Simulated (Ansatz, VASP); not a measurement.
# Ti6AlSiC4 (Ti3Al0.5Si0.5C2, 312 MAX phase): VASP beside Ansatz, part 3 of 3

One calculation is typed for both programs; each brings its own data sets. How far apart do they land? The cell is invented: As first built, before any earlier steps moved the atoms (in the runner's words): 2x2x1 conventional cells of the Ti3AlC2 type (48 atoms: 16 C, 4 Al, 4 Si, 24 Ti); Al/Si share their sites, the best of 600 random draws by like-pair counts in two shells; start lattice by linear mixing of the end members' cells; atoms moved at random by 0.02 A. It may not be a known or stable phase. Of the first pair: The structure shown is the start of the Ansatz relaxation below; VASP solves that cell, so the two are compared at the walk's first step.

VASP 6.6.1 and Ansatz 0.2.0.

So far. Step 3 (VASP: single point, PBE, start cell, pair 1): The run ends at a pressure of 2.59 GPa, with forces up to 1.5 eV/Å.

### 6. VASP: single point, PBE, relaxed cell, pair 2

Level of this step: PBE; plane waves and PAW (C, Al, Si, Ti_sv); invented cell (VASP).

The same cell, functional, mesh and smearing now go to VASP, with its own data sets.

INCAR

```
SYSTEM = Ti6AlSiC4
PREC = Accurate
ENCUT = 600
EDIFF = 1E-06
NELM = 120
ISMEAR = 1
SIGMA = 0.15
LREAL = Auto
ALGO = Normal
GGA = PE
NBANDS = 224
LASPH = .TRUE.
LORBIT = 11
LWAVE = .FALSE.
LCHARG = .FALSE.
ISIF = 2
GGA_COMPAT = .FALSE.
KPAR = 8
```

POSCAR

```
Ti6AlSiC4
1.0
    6.1509640000     -0.0000340000      0.0000900000
   -3.0755120000      5.3266480000      0.0000290000
    0.0002660000      0.0002530000     18.1748410000
C Al Si Ti
16 4 4 24
Direct
    0.1684100000      0.3346100000      0.5743000000
    0.3334400000      0.1662600000      0.0678800000
    0.1683900000      0.3346300000      0.9261500000
    0.3334500000      0.1662400000      0.4325700000
    0.1684100000      0.8327800000      0.5743100000
    0.3344800000      0.6667700000      0.0686300000
    0.1684200000      0.8328100000      0.9261400000
    0.3344500000      0.6667400000      0.4318200000
    0.6678100000      0.3334300000      0.5733400000
    0.8349700000      0.1662400000      0.0678600000
    0.6678100000      0.3334500000      0.9271100000
    0.8349600000      0.1662100000      0.4325700000
    0.6665800000      0.8328100000      0.5743100000
    0.8349800000      0.6677700000      0.0678800000
    0.6665800000      0.8328100000      0.9261400000
    0.8349700000      0.6677600000      0.4325700000
    0.0012200000      0.0003200000      0.7502200000
    0.9956800000      0.4973900000      0.2502300000
    0.5038300000      0.0054700000      0.2502200000
    0.5037400000      0.4973400000      0.2502200000
    0.0010800000      0.0000500000      0.2502200000
    0.9922000000      0.4956800000      0.7502300000
    0.5055600000      0.0088900000      0.7502200000
    0.5055800000      0.4955300000      0.7502200000
    0.0011200000      0.0001000000      0.9969000000
    0.0011300000      0.0000700000      0.5035400000
    0.1669000000      0.3316400000      0.1280900000
    0.3363800000      0.1676800000      0.6335500000
    0.1668800000      0.3315800000      0.3723500000
    0.3364000000      0.1677300000      0.8669000000
    0.0031000000      0.5010800000      0.9969900000
    0.0031000000      0.5010600000      0.5034500000
    0.1668700000      0.8343000000      0.1280800000
    0.3344700000      0.6667100000      0.6361100000
    0.1669100000      0.8342900000      0.3723600000
    0.3344800000      0.6667600000      0.8643400000
    0.5001500000      0.9981200000      0.9969900000
    0.5001600000      0.9980900000      0.5034500000
    0.6678000000      0.3334100000      0.1258900000
    0.8335100000      0.1677000000      0.6335500000
    0.6677900000      0.3334000000      0.3745500000
    0.8335100000      0.1677400000      0.8669000000
    0.5001400000      0.5010700000      0.9969800000
    0.5001500000      0.5010500000      0.5034600000
    0.6695900000      0.8343100000      0.1280900000
    0.8335400000      0.6648400000      0.6335600000
    0.6695800000      0.8342800000      0.3723500000
    0.8335300000      0.6648900000      0.8668900000
```

KPOINTS

```
Automatic mesh
0
Gamma
5 5 1
0 0 0
```

The projector-augmented-wave data sets are C, Al, Si and Ti_sv (PBE family, release 64).

Run with:

```bash
mpirun -np 8 vasp_std
```

Numbers of over 12 decimals in the logs are rounded to 6 here.

The program printed:

```text
[banner, memory and clock lines left out]
running    8 mpi-ranks, on    1 nodes
[...]
[... a notice as in an earlier step ...]

|                                                                             |
|           W    W    AA    RRRRR   N    N  II  N    N   GGGG   !!!           |
|           W    W   A  A   R    R  NN   N  II  NN   N  G    G  !!!           |
|           W    W  A    A  R    R  N N  N  II  N N  N  G       !!!           |
|           W WW W  AAAAAA  RRRRR   N  N N  II  N  N N  G  GGG   !            |
|           WW  WW  A    A  R   R   N   NN  II  N   NN  G    G                |
|           W    W  A    A  R    R  N    N  II  N    N   GGGG   !!!           |
|                                                                             |
|     Inconsistent Bravais lattice types found for crystalline and            |
|     reciprocal lattice:                                                     |
|                                                                             |
[...]
|                                                                             |
|     Suggested SOLUTIONS:                                                    |
|      ) Refine the lattice parameters of your structure,                     |
|      ) and/or try changing SYMPREC.                                         |
|                                                                             |

 LDA part: xc-table for (Slater+PW92), standard interpolation
 POSCAR, INCAR and KPOINTS ok, starting setup
[...]
entering main loop
       N       E                     dE             d eps       ncg     rms          rms(c)
DAV:   1     0.612021926906E+04    0.61202E+04   -0.19106E+05  5824   0.221E+03
DAV:   2     0.657748314516E+03   -0.54625E+04   -0.53345E+04  5824   0.694E+02
DAV:   3    -0.364792684909E+03   -0.10225E+04   -0.98552E+03  8184   0.246E+02
DAV:   4    -0.508824884358E+03   -0.14403E+03   -0.14274E+03  8456   0.828E+01
[...]
DAV:  22    -0.411052911857E+03   -0.57665E-06   -0.13992E-05  7672   0.159E-02    0.539E-03
DAV:  23    -0.411052913632E+03   -0.17757E-05   -0.42450E-06  5448   0.955E-03    0.275E-03
DAV:  24    -0.411052913957E+03   -0.32441E-06   -0.97345E-07  3872   0.670E-03
   1 F= -.41105291E+03 E0= -.41105949E+03  d E =0.197205E-01
```

Parts of OUTCAR (step 6):

```text
  Total        0.2487486      0.2928023      0.1227219      0.0048023     -0.0143706     -0.0131377
  in kB        0.6692753      0.7878047      0.3301919      0.0129210     -0.0386652     -0.0353480
  external PRESSURE =       0.5957573 kB  Pullay stress =       0.0000000 kB

 POSITION                                       TOTAL-FORCE (eV/Angst)
 -----------------------------------------------------------------------------------
      0.00694      1.78249     10.43784        -0.000748     -0.002373     -0.011794
      1.53966      0.88561      1.23374         0.002606     -0.000435      0.000148
      0.00685      1.78268     16.83265         0.001021     -0.001561      0.010692
      1.53988      0.88560      7.86193         0.001272     -0.000676     -0.002666
     -1.52519      4.43607     10.43803        -0.002313      0.001532     -0.013763
      0.00673      3.55166      1.24739        -0.000351     -0.000471      0.000506
     -1.52513      4.43631     16.83249        -0.003946      0.002320      0.012049
      0.00674      3.55159      7.84831         0.002417     -0.001542     -0.003515
      3.08236      1.77619     10.42043        -0.000316     -0.001730     -0.007588
      4.62462      0.88549      1.23342        -0.001611      0.001311      0.006137
      3.08239      1.77638     16.85015        -0.000857     -0.000062      0.006620
      4.62474      0.88542      7.86197        -0.001589      0.002115     -0.003572
      1.53895      4.43621     10.43808         0.003783     -0.000276     -0.013657
      3.08222      3.55696      1.23380        -0.001493     -0.001242     -0.000310
[...]
-----------------------------------------------------------------------------------
    total drift:                                0.011539     -0.002753      0.007013

  FREE ENERGIE OF THE ION-ELECTRON SYSTEM (eV)
  ---------------------------------------------------
  free  energy   TOTEN  =      -411.0529139569 eV

  energy  without entropy=     -411.0726344745  energy(sigma->0) =     -411.05948746

[... 1 further part left out ...]
```

The run ends at a pressure of 0.06 GPa, with forces up to 0.032 eV/Å.

### 7. Differences

What differs besides the data sets and the points named for the pairs above, as far as they apply: the cutoff is 420 eV in Ansatz and 600 eV in VASP (PREC = Accurate, projectors in real space); Ansatz's pressure holds a Pulay correction, VASP's none. Total energies have different zeros and are not compared.

Both answers:

```
      quantity  Ansatz  VASP  difference
pressure (GPa)    0.00  0.06       -0.06
```

At this near-relaxed geometry the largest component of a force difference is 26 meV/Å.

### 8. Results

```
r.m.s. force difference (single point, PBE, start cell, pair 1)   : 2.8 % of the r.m.s. force
difference in pressure (single point, PBE, relaxed cell, pair 2)  : -0.057 GPa
r.m.s. force difference (single point, PBE, relaxed cell, pair 2) : 7.8 meV/Å
```

The r.m.s. force difference is 2.8 % of the r.m.s. force (single point, PBE, start cell, pair 1), within the 3 % picked in this series as the mark of a large difference. How closely two codes agree says nothing of how well the functional describes the real material.

[Lines on the potential files, build, host, timing and source positions are cut from VASP's logs without a mark.]

[Logs are printed without paths, hosts, clocks, repeated set-up lines and the standing remarks that a program may print on its own settings, such as how far it seeks lower states.]

[Hosts, paths, dates, database ids (printed as entryN), source tags and the programs' standing remarks are cut or masked in the printed files.]
